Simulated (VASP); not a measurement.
Shape and ions are relaxed at each volume.

Energy against volume of Ho (hcp). These are PBE GGA with D4 dispersion, VASP's PBE PAW potentials (set 64) (plane waves; VASP) values and carry that method's errors.

The 4f electrons are frozen in the core of the lanthanide potential, so 4f levels, which can set the real gap, and their magnetism are missing.

| V (Å³/atom) | E (eV/atom) |
|---|---|
| 28.777 | -4.69193 |
| 29.695 | -4.70426 |
| 30.614 | -4.70847 |
| 31.532 | -4.70559 |
| 32.451 | -4.69616 |

Q: Fit a third-order Birch-Murnaghan equation of state.

A: 
The volume per atom is 30.68 Å^3/atom and the bulk modulus is 41.6 GPa. The pressure derivative of the bulk modulus is 2.63.

Measured: bulk modulus 40.2 GPa (computed value off by +3.6 %), as given by Wikipedia, Holmium (infobox). The calculation is for a static lattice, while the measured bulk modulus holds thermal and zero-point effects, which are part of the difference.

The compound is Ho in the hcp structure. It was relaxed first.
